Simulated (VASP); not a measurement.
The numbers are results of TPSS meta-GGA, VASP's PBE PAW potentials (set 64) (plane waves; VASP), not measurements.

Input for VASP

**POSCAR**
```
SiO2
1.0
  4.2003177054   0.0000000000   0.0000000000
  0.0000000000   4.2003177054   0.0000000000
  0.0000000000   0.0000000000   2.6900400741
Si O
2 4
Direct
  0.0000000000   0.0000000000   1.0000000000
  0.5000000000   0.5000000000   0.5000000000
  0.3060657015   0.3060657015   1.0000000000
  0.8060657015   0.1939342985   0.5000000000
  0.1939342985   0.8060657015   0.5000000000
  0.6939342985   0.6939342985   0.0000000000
```

INCAR:
```
SYSTEM = SiO2
PREC = Accurate; ENCUT = 520; LREAL = F
LASPH = T
EDIFF = 1E-7; NELM = 100; ALGO = Normal
LMIXTAU = T
ISMEAR = 0; SIGMA = 0.05
METAGGA = TPSS
IBRION = 2; NSW = 30; ISIF = 4
EDIFFG = -0.01
LWAVE = F; LCHARG = F
```

File KPOINTS:
```
K-points
0
G
  5 5 8
0 0 0
```

POTCAR, in this order: Si O (PBE.64 set). Program: vasp_std.

Output

OSZICAR:
```
       N       E                     dE             d eps       ncg     rms          rms(c)
DAV:   1     0.245471082078E+03    0.24547E+03   -0.17972E+04  1200   0.161E+03
DAV:   2    -0.112907411985E+01   -0.24660E+03   -0.23551E+03  1780   0.453E+02
DAV:   3    -0.113342433820E+02   -0.10205E+02   -0.10145E+02  1436   0.878E+01
DAV:   4    -0.114748965047E+02   -0.14065E+00   -0.14015E+00  1540   0.126E+01
DAV:   5    -0.114770234690E+02   -0.21270E-02   -0.21257E-02  1372   0.123E+00    0.201E+01
DAV:   6    -0.688677718563E+02   -0.57391E+02   -0.27362E+02  1348   0.198E+02    0.183E+01
DAV:   7    -0.670873673067E+02    0.17804E+01   -0.40377E+00  1356   0.219E+01    0.140E+01
DAV:   8    -0.660238546586E+02    0.10635E+01   -0.47546E+01  1340   0.478E+01    0.845E+00
DAV:   9    -0.648215219401E+02    0.12023E+01   -0.43986E+00  1344   0.172E+01    0.296E+00
DAV:  10    -0.649277470189E+02   -0.10623E+00   -0.80606E-01  1352   0.692E+00    0.109E+00
DAV:  11    -0.646688448471E+02    0.25890E+00   -0.17535E-01  1280   0.492E+00    0.511E-01
DAV:  12    -0.649076297054E+02   -0.23878E+00   -0.18495E-01  1220   0.497E+00    0.136E-01
DAV:  13    -0.649397920695E+02   -0.32162E-01   -0.79577E-03  1360   0.111E+00    0.655E-02
DAV:  14    -0.649398001404E+02   -0.80709E-05   -0.20781E-04  1388   0.163E-01    0.319E-02
DAV:  15    -0.649398511792E+02   -0.51039E-04   -0.12130E-04  1364   0.110E-01    0.210E-02
DAV:  16    -0.649398871660E+02   -0.35987E-04   -0.32294E-05  1360   0.600E-02    0.568E-03
DAV:  17    -0.649398956792E+02   -0.85132E-05   -0.90942E-06  1380   0.327E-02    0.262E-03
DAV:  18    -0.649398988898E+02   -0.32107E-05   -0.13559E-06  1324   0.154E-02    0.280E-03
DAV:  19    -0.649398990997E+02   -0.20987E-06   -0.13253E-07   884   0.457E-03    0.132E-03
DAV:  20    -0.649398992284E+02   -0.12871E-06   -0.32946E-08   736   0.197E-03    0.395E-04
DAV:  21    -0.649398992728E+02   -0.44433E-07   -0.89117E-09   712   0.871E-04
   1 F= -.64939899E+02 E0= -.64939899E+02  d E =-.649399E+02
       N       E                     dE             d eps       ncg     rms          rms(c)
DAV:   1    -0.649398555149E+02    0.43714E-04   -0.14752E-02  1272   0.107E+00    0.409E-02
DAV:   2    -0.649399044673E+02   -0.48952E-04   -0.34531E-04  1364   0.158E-01    0.241E-02
DAV:   3    -0.649399067690E+02   -0.23017E-05   -0.23264E-05  1368   0.490E-02    0.909E-03
DAV:   4    -0.649399082633E+02   -0.14943E-05   -0.71274E-06  1368   0.335E-02    0.952E-04
DAV:   5    -0.649399108644E+02   -0.26011E-05   -0.37904E-06  1284   0.227E-02    0.122E-03
DAV:   6    -0.649399125453E+02   -0.16809E-05   -0.29943E-07  1084   0.563E-03    0.625E-04
DAV:   7    -0.649399126744E+02   -0.12909E-06   -0.16048E-07   756   0.437E-03    0.123E-04
DAV:   8    -0.649399127160E+02   -0.41595E-07   -0.39125E-08   684   0.194E-03
   2 F= -.64939913E+02 E0= -.64939913E+02  d E =-.134431E-04
       N       E                     dE             d eps       ncg     rms          rms(c)
DAV:   1    -0.649399146807E+02   -0.20064E-05   -0.24610E-03  1264   0.436E-01    0.167E-02
DAV:   2    -0.649399231659E+02   -0.84852E-05   -0.57720E-05  1364   0.647E-02    0.984E-03
DAV:   3    -0.649399234841E+02   -0.31817E-06   -0.40076E-06  1356   0.204E-02    0.372E-03
DAV:   4    -0.649399237881E+02   -0.30400E-06   -0.12908E-06  1368   0.142E-02    0.401E-04
DAV:   5    -0.649399243074E+02   -0.51931E-06   -0.66964E-07  1260   0.953E-03    0.498E-04
DAV:   6    -0.649399246003E+02   -0.29286E-06   -0.52637E-08   672   0.239E-03    0.251E-04
DAV:   7    -0.649399246381E+02   -0.37827E-07   -0.28146E-08   652   0.185E-03
   3 F= -.64939925E+02 E0= -.64939925E+02  d E =-.253653E-04
```

File OUTCAR:
```
------------------------ aborting loop because EDIFF is reached ----------------------------------------
  FORCE on cell =-STRESS in cart. coord.  units (eV):
  Direction    XX          YY          ZZ          XY          YZ          ZX
  --------------------------------------------------------------------------------------
  Total        0.0057102      0.0057102     -0.0042303     -0.0000000      0.0000000      0.0000000
  in kB        0.1927694      0.1927694     -0.1428117     -0.0000000      0.0000000      0.0000000
  external PRESSURE =       0.0809090 kB  Pullay stress =       0.0000000 kB
  volume of cell :       47.46
      direct lattice vectors                 reciprocal lattice vectors
     4.200837790  0.000000000  0.000000000     0.238047754  0.000000000  0.000000000
     0.000000000  4.200837790  0.000000000     0.000000000  0.238047754  0.000000000
     0.000000000  0.000000000  2.689374035     0.000000000  0.000000000  0.371833738
 POSITION                                       TOTAL-FORCE (eV/Angst)
 -----------------------------------------------------------------------------------
      0.00000      0.00000      0.00000        -0.000000      0.000000      0.000000
      2.10042      2.10042      1.34469        -0.000000      0.000000      0.000000
      1.28540      1.28540      0.00000         0.000567      0.000567      0.000000
      3.38582      0.81502      1.34469         0.000567     -0.000567      0.000000
      0.81502      3.38582      1.34469        -0.000567      0.000567      0.000000
      2.91544      2.91544      0.00000        -0.000567     -0.000567     -0.000000
 -----------------------------------------------------------------------------------
    total drift:                                0.000000      0.000000      0.000000
  FREE ENERGIE OF THE ION-ELECTRON SYSTEM (eV)
  ---------------------------------------------------
  free  energy   TOTEN  =       -64.9399246381 eV

  energy  without entropy=      -64.9399246381  energy(sigma->0) =      -64.93992464

 reached required accuracy - stopping structural energy minimisation
```
(Selected blocks of OUTCAR.)

CONTCAR:
```
SiO2
   1.00000000000000
     4.2008377896235718    0.0000000000000000    0.0000000000000000
     0.0000000000000000    4.2008377896235718    0.0000000000000000
     0.0000000000000000    0.0000000000000000    2.6893740351482842
  Si              O
     2     4
Direct
     0.0000000000000000    0.0000000000000000    0.0000000000000000
     0.5000000000000000    0.5000000000000000    0.5000000000000000
     0.3059858395532687    0.3059858395532687    0.0000000000000000
     0.8059858395532687    0.1940141604467313    0.5000000000000000
     0.1940141604467313    0.8059858395532687    0.5000000000000000
     0.6940141604467313    0.6940141604467313    0.0000000000000000
```

The compound is SiO2 in the rutile structure, stishovite, a high-pressure form. This run relaxes it. Symmetry was kept, so distortions that lower it aren't found.
